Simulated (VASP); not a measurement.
These are PBEsol GGA, VASP's PBE PAW potentials (set 64) (plane waves; VASP 6.6.1) values and carry that method's errors.

The input files of a VASP run:

**POSCAR**
```
AlCo3N
1
    3.6936478190     0.0000000000     0.0000000000
    0.0000000000     3.6936478190    -0.0000000000
   -0.0000000000     0.0000000000     3.6936478190
Al N Co
1 1 3
Direct
  0.0000000000   0.0000000000   0.0000000000
  0.5000000000   0.5000000000   0.5000000000
  0.0000000000   0.5000000000   0.5000000000
  0.5000000000   0.5000000000   0.0000000000
  0.5000000000   0.0000000000   0.5000000000
```

**KPOINTS**
```
Automatic
0
gamma
 8 8 8
```

### INCAR
```
ALGO = Normal
EDIFF = 1E-6
EDIFFG = -0.02
ENCUT = 520
GGA = PS
IBRION = 2
ISIF = 3
ISMEAR = 1
ISPIN = 2
LASPH = .True.
LCHARG = .False.
LMAXMIX = 4
LORBIT = 10
LREAL = .False.
LWAVE = .False.
MAGMOM = 2*0.0 3*3.0
NELM = 100
NSW = 60
PREC = Accurate
SIGMA = 0.1
SYSTEM = AlCo3N
```

POTCAR, in this order: Al N Co (PBE.64 set). Program: vasp_std.

Output of the run:

**OSZICAR**
```
       N       E                     dE             d eps       ncg     rms          rms(c)
DAV:   1     0.245986657769E+03    0.24599E+03   -0.15690E+04  3648   0.164E+03
DAV:   2    -0.172430740317E+02   -0.26323E+03   -0.24745E+03  3668   0.341E+02
DAV:   3    -0.410117128598E+02   -0.23769E+02   -0.22544E+02  4154   0.120E+02
DAV:   4    -0.419141139150E+02   -0.90240E+00   -0.89407E+00  4078   0.241E+01
DAV:   5    -0.419374821364E+02   -0.23368E-01   -0.23334E-01  4222   0.358E+00    0.321E+01
DAV:   6    -0.436159378716E+02   -0.16785E+01   -0.60442E+01  4320   0.124E+02    0.222E+01
DAV:   7    -0.377142964792E+02    0.59016E+01   -0.21469E+01  4082   0.814E+01    0.762E+00
DAV:   8    -0.376970300411E+02    0.17266E-01   -0.15789E+00  3950   0.928E+00    0.389E+00
DAV:   9    -0.376516329272E+02    0.45397E-01   -0.74219E-02  5024   0.355E+00    0.150E+00
DAV:  10    -0.376492717870E+02    0.23611E-02   -0.23249E-02  4964   0.135E+00    0.373E-01
DAV:  11    -0.376483813082E+02    0.89048E-03   -0.15151E-03  4902   0.436E-01    0.237E-01
DAV:  12    -0.376482658410E+02    0.11547E-03   -0.10089E-03  5074   0.294E-01    0.902E-02
DAV:  13    -0.376482248271E+02    0.41014E-04   -0.87607E-05  4738   0.920E-02    0.531E-02
DAV:  14    -0.376482172167E+02    0.76104E-05   -0.28604E-05  5110   0.447E-02    0.235E-02
DAV:  15    -0.376482151664E+02    0.20504E-05   -0.54351E-06  4134   0.303E-02    0.616E-03
DAV:  16    -0.376482148259E+02    0.34049E-06   -0.10702E-06  2280   0.144E-02
   1 F= -.37648215E+02 E0= -.37647667E+02  d E =-.376482E+02  mag=     2.3031
       N       E                     dE             d eps       ncg     rms          rms(c)
DAV:   1    -0.376704330711E+02   -0.22218E-01   -0.29206E-01  3790   0.754E+00    0.128E+00
DAV:   2    -0.376641182516E+02    0.63148E-02   -0.17378E-01  4160   0.700E+00    0.909E-01
DAV:   3    -0.376489542980E+02    0.15164E-01   -0.48041E-02  4128   0.389E+00    0.291E-01
DAV:   4    -0.376484130229E+02    0.54128E-03   -0.16471E-03  3868   0.340E-01    0.142E-01
DAV:   5    -0.376481580228E+02    0.25500E-03   -0.16674E-04  5262   0.181E-01    0.720E-02
DAV:   6    -0.376481307101E+02    0.27313E-04   -0.34178E-05  3968   0.488E-02    0.183E-02
DAV:   7    -0.376481280835E+02    0.26265E-05   -0.16672E-05  4826   0.332E-02    0.106E-02
DAV:   8    -0.376481272466E+02    0.83693E-06   -0.15233E-06  2332   0.153E-02
   2 F= -.37648127E+02 E0= -.37647728E+02  d E =0.875793E-04  mag=     2.2622
       N       E                     dE             d eps       ncg     rms          rms(c)
DAV:   1    -0.376545671971E+02   -0.64391E-02   -0.76431E-02  3788   0.387E+00    0.648E-01
DAV:   2    -0.376529612643E+02    0.16059E-02   -0.45794E-02  4138   0.359E+00    0.464E-01
DAV:   3    -0.376489308117E+02    0.40305E-02   -0.12594E-02  4112   0.199E+00    0.151E-01
DAV:   4    -0.376487875020E+02    0.14331E-03   -0.42289E-04  3794   0.171E-01    0.745E-02
DAV:   5    -0.376487186288E+02    0.68873E-04   -0.41732E-05  5266   0.919E-02    0.372E-02
DAV:   6    -0.376487107883E+02    0.78405E-05   -0.89076E-06  3856   0.248E-02    0.911E-03
DAV:   7    -0.376487101045E+02    0.68375E-06   -0.39585E-06  4170   0.168E-02
   3 F= -.37648710E+02 E0= -.37648229E+02  d E =-.495279E-03  mag=     2.2820
```

### OUTCAR
```
------------------------ aborting loop because EDIFF is reached ----------------------------------------
  FORCE on cell =-STRESS in cart. coord.  units (eV):
  Direction    XX          YY          ZZ          XY          YZ          ZX
  --------------------------------------------------------------------------------------
  Total        0.0231472      0.0231472      0.0231472      0.0000000     -0.0000000      0.0000000
  in kB        0.7386703      0.7386703      0.7386703      0.0000000     -0.0000000      0.0000000
  external PRESSURE =       0.7386703 kB  Pullay stress =       0.0000000 kB
  volume of cell :       50.21
      direct lattice vectors                 reciprocal lattice vectors
     3.689089707  0.000000000  0.000000000     0.271069581 -0.000000000 -0.000000000
     0.000000000  3.689089707 -0.000000000    -0.000000000  0.271069581 -0.000000000
     0.000000000  0.000000000  3.689089707    -0.000000000  0.000000000  0.271069581
 POSITION                                       TOTAL-FORCE (eV/Angst)
 -----------------------------------------------------------------------------------
      0.00000      0.00000      0.00000        -0.000000     -0.000000      0.000000
      1.84454      1.84454      1.84454        -0.000000     -0.000000      0.000000
      0.00000      1.84454      1.84454         0.000000      0.000000      0.000000
      1.84454      1.84454      0.00000        -0.000000     -0.000000      0.000000
      1.84454      0.00000      1.84454        -0.000000      0.000000      0.000000
 -----------------------------------------------------------------------------------
    total drift:                                0.000000      0.000000      0.000000
  FREE ENERGIE OF THE ION-ELECTRON SYSTEM (eV)
  ---------------------------------------------------
  free  energy   TOTEN  =       -37.6487101045 eV

  energy  without entropy=      -37.6472679526  energy(sigma->0) =      -37.64822939

 total charge

# of ion       s       p       d       tot
------------------------------------------
    1        0.386   0.376   0.000   0.762
    2        1.234   2.540   0.000   3.774
    3        0.432   0.624   7.534   8.590
    4        0.432   0.624   7.534   8.590
    5        0.432   0.624   7.534   8.590
--------------------------------------------------
tot          2.917   4.788  22.601  30.307

 magnetization (x)

# of ion       s       p       d       tot
------------------------------------------
    1       -0.007  -0.010   0.000  -0.017
    2        0.002   0.088   0.000   0.089
    3        0.004  -0.002   0.760   0.762
    4        0.004  -0.002   0.760   0.762
    5        0.004  -0.002   0.760   0.762
--------------------------------------------------
tot          0.005   0.073   2.279   2.357

 reached required accuracy - stopping structural energy minimisation
```
(Selected blocks of OUTCAR.)

CONTCAR:
```
AlCo3N
   1.00000000000000
     3.6890897073752256    0.0000000000000000    0.0000000000000000
     0.0000000000000000    3.6890897073752256   -0.0000000000000000
     0.0000000000000000    0.0000000000000000    3.6890897073752256
  Al              N               Co
     1     1     3
Direct
     0.0000000000000000    0.0000000000000000    0.0000000000000000
     0.5000000000000000    0.5000000000000000    0.5000000000000000
     0.0000000000000000    0.5000000000000000    0.5000000000000000
     0.5000000000000000    0.5000000000000000    0.0000000000000000
     0.5000000000000000    0.0000000000000000    0.5000000000000000
```

### OUTCAR
```
 val. band max:       10.7661935407   @ k =   0.3750   0.2500   0.1250

 cond. band min:      10.7757733902   @ k =   0.5000   0.1250   0.1250


 Fermi energy:        10.7691288590

 spin component 1

 k-point     1 :       0.0000    0.0000    0.0000
  band No.  band energies     occupation
      1      -7.6514      1.00000
      2       1.8774      1.00000
      3       4.8643      1.00000
      4       4.8643      1.00000
      5       4.8643      1.00000
      6       6.5641      1.00000
      7       6.5641      1.00000
      8       6.5642      1.00000
      9       6.8834      1.00000
     10       6.8834      1.00000
     11       9.0046      1.00000
     12       9.0046      1.00000
     13       9.2214      1.00000
     14       9.2214      1.00000
     15       9.2214      1.00000
     16       9.9539      1.00000
     17       9.9539      1.00000
     18       9.9539      1.00000
     19      10.2915      1.00000
     20      12.6467     -0.00000
     21      13.1918      0.00000
     22      13.1918      0.00000
     23      13.1918      0.00000
     24      16.1736      0.00000
     25      16.1736      0.00000
     26      21.4798      0.00000

 k-point     2 :       0.1250    0.0000    0.0000
  band No.  band energies     occupation
      1      -7.5729      1.00000
      2       1.9454      1.00000
      3       4.4307      1.00000
      4       4.7369      1.00000
      5       4.7369      1.00000
      6       6.5985      1.00000
      7       6.6899      1.00000
      8       6.6899      1.00000
      9       6.8406      1.00000
     10       7.0004      1.00000
     11       9.0062      1.00000
     12       9.0646      1.00000
     13       9.1804      1.00000
     14       9.1841      1.00000
     15       9.1841      1.00000
     16       9.9541      1.00000
     17       9.9570      1.00000
     18       9.9570      1.00000
     19      10.2201      1.00000
     20      12.5805     -0.00000
...
```

The moments were started parallel, and other spin orders were not tried in this run.

The structure was generated: AlCo3N was put into the cubic-perovskite type (Pm-3m), which need not be its known phase. This run relaxes it. Symmetry was kept, so distortions that lower it aren't found. The start is the result of an earlier pass.
